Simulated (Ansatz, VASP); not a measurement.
**ZrH2Br in VASP and in Ansatz**

File INCAR:

```
ALGO = Normal
EDIFF = 1E-7
EDIFFG = -0.04
ENCUT = 600
GGA = PE
IBRION = 2
ISIF = 3
ISMEAR = 0
LASPH = T
LCHARG = F
LREAL = F
LWAVE = F
NELM = 100
NSW = 90
PREC = Accurate
SIGMA = 0.1
```

KPOINTS

```
k-points
0
Gamma
  6 6 4
```

The input POSCAR:

```
ZrH2Br
1.0
    3.5619329500      0.0000000000      0.0000000000
   -1.7809664700      3.0847244200      0.0000000000
    0.0000000000      0.0000000000      6.1219478300
Zr H Br
1 2 1
Direct
    0.0000000000      0.0000000000      0.0000000000
    0.3333333300      0.6666666700      0.2386363400
    0.6666666700      0.3333333300      0.7613636600
    0.0000000000      0.0000000000      0.5000000000
```

Input for Ansatz:

```yaml
crystal:
  lattice:
    - [3.56193295, 0.0, 0.0]
    - [-1.78096647, 3.08472442, 0.0]
    - [0.0, 0.0, 6.12194783]
  atoms:
    - { symbol: Zr, position: [0.0, 0.0, 0.0] }
    - { symbol: H, position: [0.33333333, 0.66666667, 0.23863634] }
    - { symbol: H, position: [0.66666667, 0.33333333, 0.76136366] }
    - { symbol: Br, position: [0.0, 0.0, 0.5] }
basis:
  ecutwfc: 420
kpoints:
  mp_grid: { grid: [6, 6, 4] }
hamiltonian:
  xc: pbe
scf:
  occupations: { method: gaussian, width: 0.1 }
  lower_state_search: "off"
output:
  forces: true
  stress: true
  eigenvalues: true
relax:
  adjacent_minimum: "off"
  f_tol: 0.04
  max_steps: 70
  cell: { stress_tol: 0.4 }
```

Change from the starting cell: species swapped into the LiTiTe2 type (P-3m1, No. 164).

Alike in both runs: task relaxation of cell and atoms; functional PBE; k mesh 6 × 6 × 4; occupations gaussian, width 0.1 eV; no spin polarisation.

|  | VASP | Ansatz |
| --- | --- | --- |
| version | VASP 6.6.1 | Ansatz 0.2.0 |
| potentials or method | VASP PAW PBE potentials, release 64 (Zr_sv, H, Br) | scalar-relativistic, plane waves, PAW |
| plane-wave cutoff (eV) | 600 | 420 |
| valence electrons in the cell | 21 | 21 |

```csv
,VASP,Ansatz,Ansatz less VASP
"gap on the k mesh at the Fermi level, each at its own relaxed structure (eV)",none,none,-
relaxed volume (Å³/atom),14.58,14.59,+0.011
relaxed cell length with the largest relative difference (Å),3.567,3.570,+0.0022
energy change over the relaxation (meV/atom),-705,-706,-1.5
```

A gap of «none» marks a metal or a gap that the smearing closes.

Caveats: an odd number of electrons without spin polarisation forces a metal; a magnetic or distorted state may lie lower.
